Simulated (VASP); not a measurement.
Sr2CaCoO6:

```
CELL_PARAMETERS angstrom
0.00000 3.99220 3.99220
3.99220 0.00000 3.99220
3.99220 3.99220 0.00000
ATOMIC_POSITIONS crystal
Ca 0.00000 0.00000 0.00000
Sr 0.25000 0.25000 0.25000
Sr 0.75000 0.75000 0.75000
O 0.75000 0.25000 0.25000
O 0.25000 0.75000 0.25000
O 0.25000 0.75000 0.75000
O 0.75000 0.25000 0.75000
O 0.25000 0.25000 0.75000
O 0.75000 0.75000 0.25000
Co 0.50000 0.50000 0.50000
```

The cell was built by a generator and needn't be a form met in nature.

Base run:

```yaml
Program: VASP 6.6.1
Functional: r2SCAN
Potentials_or_basis: VASP PAW PBE potentials, release 64 (Ca_sv, Sr_sv, O, Co)
Cutoff: 520 eV
k_mesh: 4 × 4 × 4
Occupations: gaussian, width 0.0503 eV
Spin: no spin polarisation
```

Its results: band gap on the k mesh none (metal or under the smearing width); pressure 3.1 GPa.

**Question.** The run is repeated on the same cell with these changes: functional from r2SCAN to PBEsol. What comes out?

**Answer.** Band gap on the k mesh none (metal or under the smearing width); pressure 0.2 GPa.

Caveats: the PAW data sets were made with another functional, which shifts forces and pressure a little; an odd number of electrons without spin polarisation forces a metal; a magnetic or distorted state may lie lower; the run has no spin polarisation, though such a crystal can be magnetic; semilocal functionals often make such compounds metallic where correlation or magnetic order opens a gap, which also shifts bond lengths.

Not every run made on this cell is shown here.
